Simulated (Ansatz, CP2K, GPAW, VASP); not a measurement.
One calculation of KPt, 5 ways

```
Pt K
1.0
     3.00085    0.00000    0.00000
    -1.50042    2.59881    0.00000
     0.00000    0.00000    5.34558
Pt K
1 1
Direct
  0.66667 0.33333 0.00000
  0.00000 0.00000 0.50000
```

The cell comes from a database or a generator and needn't be the stable form of this composition.

Alike in all runs: task single point; functional RPBE; k mesh 10 × 10 × 5; occupations gaussian, width 0.02 eV; no spin polarisation; no spin-orbit coupling. Pressure is positive in compression and, in plane waves, holds the error of the finite cutoff, which Ansatz's Pulay term estimates and takes out.

| program and potentials | plane-wave cutoff (eV) | notes | pressure (GPa) |
| --- | --- | --- | --- |
| Ansatz, Ansatz PAW | 420 | potentials made for PBE, which Ansatz adapts in part; 13.5 valence electrons an atom on average; Pulay term of +0.03 GPa included | 3.28 |
| Ansatz, all-electron LAPW, scalar-relativistic | - | - | 3.28 |
| CP2K, POTENTIAL_UZH Pt GTH-PBE-q18, K GTH-PBE-q9; TZVP-MOLOPT-PBE-GTH basis | - | atomic basis; potentials made for PBE; 13.5 valence electrons an atom on average | 3.07 |
| VASP, PBE PAW files K_sv, Pt, 520 eV | 520 | potentials made for PBE; 9.5 valence electrons an atom on average | 3.45 |
| GPAW, the program's PAW data sets (release 1.2.1) made for this functional | 600 | 12.5 valence electrons an atom on average | 3.45 |

The pressure spans 3.07 (CP2K, POTENTIAL_UZH Pt GTH-PBE-q18, K GTH-PBE-q9; TZVP-MOLOPT-PBE-GTH basis) to 3.45 GPa (GPAW, the program's PAW data sets (release 1.2.1) made for this functional), with all-electron results at 3.28. Some sets were made for another functional than the one run, which can shift their rows. Rows in atomic bases carry the error of their basis and grid, which can be large.

The functional is the same throughout but for its coding, so the spread measures potentials, basis and numerics; runs on potential files found faulty are left out.
